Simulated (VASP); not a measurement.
Energy against volume of GaP (zinc blende). Calculation: rev-vdW-DF2, VASP's PBE PAW potentials (set 64) (plane waves; VASP). Numerical set-up: 520 eV cut-off, 8×8×8 Γ-centred mesh, Gaussian smearing of 0.050 eV, potentials Ga_d P.

```tsv
V (Å³/atom)	E (eV/atom)
19.917	-2.47601
20.533	-2.48091
21.149	-2.47662
21.765	-2.46457
```

Question: Fit these four points and predict the energy of the run at 19.301 Å³/atom.

Answer: A cubic in V^(−2/3), the third-order Birch-Murnaghan form, passes through the four points with V0 = 20.54 Å³/atom and B0 = 79 GPa, and gives -2.4602 eV/atom there. The run gave -2.4603 eV/atom, -0.1 meV/atom from the fit; all five points give B0 = 79 GPa.

The compound is GaP in the zinc blende structure. It was relaxed first.
